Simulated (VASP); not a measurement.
Output of a VASP run:

File OUTCAR:
```
 ion  position               nearest neighbor table
   1  0.667  0.333  0.750-   2 3.50   2 3.50   2 3.50   2 3.50   2 3.50   2 3.50
   2  0.333  0.667  0.250-   1 3.50   1 3.50   1 3.50   1 3.50   1 3.50   1 3.50
  LATTYP: Found a hexagonal cell.
 ALAT       =     3.5950283590
 C/A-ratio  =     1.5661178318
 Subroutine PRICEL returns:
 Original cell was already a primitive cell.
 Subroutine GETGRP returns: Found 24 space group operations
The static configuration has the point symmetry D_3d.
 The point group associated with its full space group is D_6h.
The dynamic configuration has the point symmetry D_3d.
 Subroutine INISYM returns: Found 24 space group operations
 Subroutine IBZKPT returns following result:
 Found     64 irreducible k-points:

 Following reciprocal coordinates:
            Coordinates               Weight
  0.000000  0.000000  0.000000      1.000000
  0.090909  0.000000  0.000000      6.000000
  0.181818 -0.000000  0.000000      6.000000
  0.272727  0.000000  0.000000      6.000000
  0.363636 -0.000000  0.000000      6.000000
  0.454545 -0.000000  0.000000      6.000000
  0.090909  0.090909  0.000000      6.000000
  0.181818  0.090909  0.000000     12.000000
  0.272727  0.090909  0.000000     12.000000
  0.363636  0.090909  0.000000     12.000000
  0.454545  0.090909  0.000000      6.000000
  0.181818  0.181818  0.000000      6.000000
  0.272727  0.181818  0.000000     12.000000
  0.363636  0.181818  0.000000     12.000000
  0.272727  0.272727  0.000000      6.000000
  0.363636  0.272727  0.000000      6.000000
  0.000000  0.000000  0.166667      2.000000
  0.090909  0.000000  0.166667     12.000000
  0.181818 -0.000000  0.166667     12.000000
  0.272727  0.000000  0.166667     12.000000
  0.363636 -0.000000  0.166667     12.000000
  0.454545 -0.000000  0.166667     12.000000
  0.090909  0.090909  0.166667     12.000000
  0.181818  0.090909  0.166667     24.000000
  0.272727  0.090909  0.166667     24.000000
  0.363636  0.090909  0.166667     24.000000
  0.454545  0.090909  0.166667     12.000000
  0.181818  0.181818  0.166667     12.000000
  0.272727  0.181818  0.166667     24.000000
  0.363636  0.181818  0.166667     24.000000
  0.272727  0.272727  0.166667     12.000000
  0.363636  0.272727  0.166667     12.000000
  0.000000  0.000000  0.333333      2.000000
  0.090909  0.000000  0.333333     12.000000
  0.181818 -0.000000  0.333333     12.000000
  0.272727  0.000000  0.333333     12.000000
  0.363636 -0.000000  0.333333     12.000000
  0.454545 -0.000000  0.333333     12.000000
  0.090909  0.090909  0.333333     12.000000
  0.181818  0.090909  0.333333     24.000000
   k-points           NKPTS =     64   k-points in BZ     NKDIM =     64   number of bands    NBANDS=     17
   number of dos      NEDOS =    301   number of ions     NIONS =      2
   total plane-waves  NPLWV =  31360
   dimension x,y,z NGX =    28 NGY =   28 NGZ =   40
   dimension x,y,z NGXF=    56 NGYF=   56 NGZF=   80
   ions per type =               2
   PREC   = accura    normal or accurate (medium, high low for compatibility)
   ISTART =      0    job   : 0-new  1-cont  2-samecut
   ICHARG =      2    charge: 1-file 2-atom 10-const
   ISPIN  =      1    spin polarized calculation?
   LNONCOLLINEAR =      F non collinear calculations
   LSORBIT =      F    spin-orbit coupling
   INIWAV =      1    electr: 0-lowe 1-rand  2-diag
   ENCUT  =  480.0 eV  35.28 Ry    5.94 a.u.   6.42  6.42 10.06*2*pi/ulx,y,z
   NELM   =    100;   NELMIN=  2; NELMDL= -5     # of ELM steps
   EDIFF  = 0.1E-05   stopping-criterion for ELM
   LREAL  =      F    real-space projection
   NLSPLINE    = F    spline interpolate recip. space projectors
   LMAXMIX     =    4 max onsite mixed and CHGCAR
   VOSKOWN=      0    Vosko Wilk Nusair interpolation
   EDIFFG = -.1E-01   stopping-criterion for IOM
   NSW    =     60    number of steps for IOM
...
```

OSZICAR:
```
       N       E                     dE             d eps       ncg     rms          rms(c)
DAV:   1     0.120421442732E+03    0.12042E+03   -0.13714E+04  2184   0.134E+03
DAV:   2    -0.242829207740E+01   -0.12285E+03   -0.12127E+03  2381   0.281E+02
DAV:   3    -0.448701345652E+01   -0.20587E+01   -0.20462E+01  2537   0.326E+01
DAV:   4    -0.450001709617E+01   -0.13004E-01   -0.13003E-01  2408   0.265E+00
DAV:   5    -0.450018325867E+01   -0.16616E-03   -0.16616E-03  2506   0.303E-01    0.226E+00
DAV:   6    -0.446508068969E+01    0.35103E-01   -0.70847E-02  2292   0.219E+00    0.163E+00
DAV:   7    -0.445925918393E+01    0.58215E-02   -0.28662E-02  2271   0.139E+00    0.645E-01
DAV:   8    -0.445894981087E+01    0.30937E-03   -0.17123E-03  2282   0.341E-01    0.333E-02
DAV:   9    -0.445895675606E+01   -0.69452E-05   -0.13538E-05  2624   0.338E-02    0.121E-02
DAV:  10    -0.445896292211E+01   -0.61660E-05   -0.58849E-06  1773   0.221E-02    0.108E-03
DAV:  11    -0.445896307313E+01   -0.15103E-06   -0.29648E-07  1185   0.521E-03
   1 F= -.44589631E+01 E0= -.44582631E+01  d E =-.445896E+01
       N       E                     dE             d eps       ncg     rms          rms(c)
DAV:   1    -0.445945959258E+01   -0.49667E-03   -0.97773E-03  2201   0.866E-01    0.125E-01
DAV:   2    -0.445903988996E+01    0.41970E-03   -0.90295E-04  2235   0.252E-01    0.411E-02
DAV:   3    -0.445897991354E+01    0.59976E-04   -0.18932E-04  2224   0.118E-01    0.301E-02
DAV:   4    -0.445897958046E+01    0.33308E-06   -0.11236E-05  2228   0.250E-02    0.286E-03
DAV:   5    -0.445897915826E+01    0.42220E-06   -0.20604E-06  1207   0.125E-02
   2 F= -.44589792E+01 E0= -.44582892E+01  d E =-.160851E-04
```

File OUTCAR:
```
------------------------ aborting loop because EDIFF is reached ----------------------------------------
  FORCE on cell =-STRESS in cart. coord.  units (eV):
  Direction    XX          YY          ZZ          XY          YZ          ZX
  --------------------------------------------------------------------------------------
  Total       -0.0051504     -0.0051504      0.0104987      0.0000000      0.0000000     -0.0000000
  in kB       -0.1311055     -0.1311055      0.2672494      0.0000000      0.0000000     -0.0000000
  external PRESSURE =       0.0016795 kB  Pullay stress =       0.0000000 kB
  volume of cell :       62.94
      direct lattice vectors                 reciprocal lattice vectors
     3.592993252  0.000000000  0.000000000     0.278319476  0.160687819 -0.000000000
    -1.796496626  3.111623547  0.000000000     0.000000000  0.321375637 -0.000000000
     0.000000000  0.000000000  5.629714699     0.000000000 -0.000000000  0.177628895
 POSITION                                       TOTAL-FORCE (eV/Angst)
 -----------------------------------------------------------------------------------
      1.79650      1.03721      4.22229         0.000000     -0.000000      0.000000
     -0.00000      2.07442      1.40743        -0.000000      0.000000     -0.000000
 -----------------------------------------------------------------------------------
    total drift:                               -0.000405      0.000258      0.000011
  FREE ENERGIE OF THE ION-ELECTRON SYSTEM (eV)
  ---------------------------------------------------
  free  energy   TOTEN  =        -4.4589791583 eV

  energy  without entropy=       -4.4569093029  energy(sigma->0) =       -4.45828921

 reached required accuracy - stopping structural energy minimisation
```
(Selected blocks of OUTCAR.)

**POSCAR**
```
Tl
1
    3.5950283590     0.0000000000     0.0000000000
   -1.7975141795     3.1133860013     0.0000000000
    0.0000000000     0.0000000000     5.6302380190
Tl
2
Direct
  0.6666670000   0.3333330000   0.7500000000
  0.3333330000   0.6666670000   0.2500000000
```

Task: Reconstruct the remaining input files.

Result: One answer among several that fit: the input of the run itself, PBE GGA, plane waves, VASP's PBE PAW potentials (set 64).

INCAR:
```
# general
SYSTEM  = Tl
PREC    = Accurate
ENCUT   = 480
LREAL   = .FALSE.
LASPH   = .TRUE.

# electronic loop
EDIFF   = 1E-6
NELM    = 100
ALGO    = Normal
LMAXMIX = 4

# smearing
ISMEAR  = 1
SIGMA   = 0.1

# functional
GGA     = PE

# ions
IBRION  = 2
NSW     = 60
ISIF    = 3
EDIFFG  = -0.01

# output
LWAVE   = .FALSE.
LCHARG  = .FALSE.
```

KPOINTS:
```
kpoints
0
gamma
 11 11 6
0 0 0
```

POTCAR, in this order: Tl_d (PBE.64 set). Program: vasp_std.

The compound is Tl in the hcp structure. This run relaxes it. Symmetry was kept, so distortions that lower it aren't found. The start is the result of an earlier pass.
